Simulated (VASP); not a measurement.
Energy against volume of GaP (zinc blende). Calculation: AM05 GGA, VASP's PBE PAW potentials (set 64) (plane waves; VASP).

| V (Å³/atom) | E (eV/atom) |
|---|---|
| 18.939 | -4.70581 |
| 19.543 | -4.72191 |
| 20.148 | -4.72691 |
| 20.752 | -4.72253 |
| 21.357 | -4.71017 |

**Question.** Fit a third-order Birch-Murnaghan equation of state.

**Answer.** 
```yaml
volume_per_atom: 20.15 Å³/atom
bulk_modulus: 82.8 GPa
pressure_derivative_of_the_bulk_modulus: 4.52
lattice_constant_a: 5.442 Å
```

Measured: bulk modulus 89.6 GPa at 0 K (computed value off by -7.6 %), as given by Daniel Mejia-Rodriguez et al., Physical Review B (2018), arXiv:1807.09216 [0 K value with the zero-point phonon effect removed]; a 5.439 Å at 0 K (computed value off by +0.1 %), as given by Daniel Mejia-Rodriguez et al., Physical Review B (2018), arXiv:1807.09216 [static lattice: zero-point anharmonic expansion removed].

The compound is GaP in the zinc blende structure. It was relaxed first.
